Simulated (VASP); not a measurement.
## ZrB under changes of volume

One of the cells (14.799 Å³/atom); the others are scaled copies at fixed shape and fractional positions:

```
Zr B
1.0
     0.00000    2.45516    2.45516
     2.45516    0.00000    2.45516
     2.45516    2.45516    0.00000
Zr B
1 1
Direct
  0.00000 0.00000 0.00000
  0.50000 0.50000 0.50000
```

| Quantity | Value |
| --- | --- |
| Program | VASP 6.6.1 |
| Functional | r2SCAN |
| Potentials or basis | VASP PAW PBE potentials, release 64 (Zr_sv, B) |
| Cutoff | 520 eV |
| k mesh | 8 × 8 × 8 |
| Occupations | fermi-dirac, width 0.05 eV |
| Spin | no spin polarisation |

```tsv
volume (Å³/atom)	energy over the lowest point (meV/atom)	pressure (GPa)
14.207	?	?
14.503	3.58	3.7
14.799	0.00	0.2
15.095	2.50	-2.9
15.391	10.53	-5.8
```

**Question.** What does the run at 14.207 Å³/atom give?

**Answer.** Energy over the lowest point 13.89 meV/atom; pressure 7.5 GPa.

Worked out: A Birch-Murnaghan fit of order 2 (a polynomial in V^(-2/3)) to the other rows has its minimum at 14.82 Å³/atom with B0 = V·E''(V) = 164 GPa. It gives 13.90 meV/atom at 14.207 Å³/atom, against the run's 13.89, and -dE/dV = 7.5 GPa, against 7.5.

Energies are extrapolated to zero smearing.

Caveats: the PAW data sets were made with another functional, which shifts forces and pressure a little.
